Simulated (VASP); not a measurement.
PbF₂ (fluorite): the lattice constant a from VASP (plane waves, PAW) at several levels of theory. Static lattice. The measured value holds thermal and zero-point effects that the static calculation lacks.

```tsv
level	lattice constant a (Å)	error against measurement
LDA	5.819	-2.0 %
PBE	6.003	+1.1 %
PBEsol	5.902	-0.6 %
RPBE	6.101	+2.7 %
AM05	5.933	-0.1 %
PBE-D3(BJ)	5.965	+0.4 %
optB88-vdW	5.956	+0.3 %
rev-vdW-DF2	5.951	+0.2 %
revTPSS	5.950	+0.2 %
SCAN	5.909	-0.5 %
r2SCAN	5.927	-0.2 %
r2SCAN+rVV10	5.901	-0.7 %
```

Measured: 5.940 Å (as given by E. Cadelano et al., The European Physical Journal B (2011), arXiv:1107.5962).

The cell of the LDA run:

```
PbF2
1.0
    0.00000     2.90961     2.90961
    2.90961     0.00000     2.90961
    2.90961     2.90961     0.00000
Pb F
1 2
Cartesian
  0.00000   0.00000   0.00000
  1.45480   1.45480   1.45480
  4.36441   4.36441   4.36441
```

Only levels that ran to the end are used. Left out are those held back, those with too coarse a band path, GW runs whose mesh misses a band edge, hybrids' fits of cells that aren't cubic and levels without matching references; a question may draw on a part of the rest.

The compound is PbF2 in the fluorite structure, the β form.
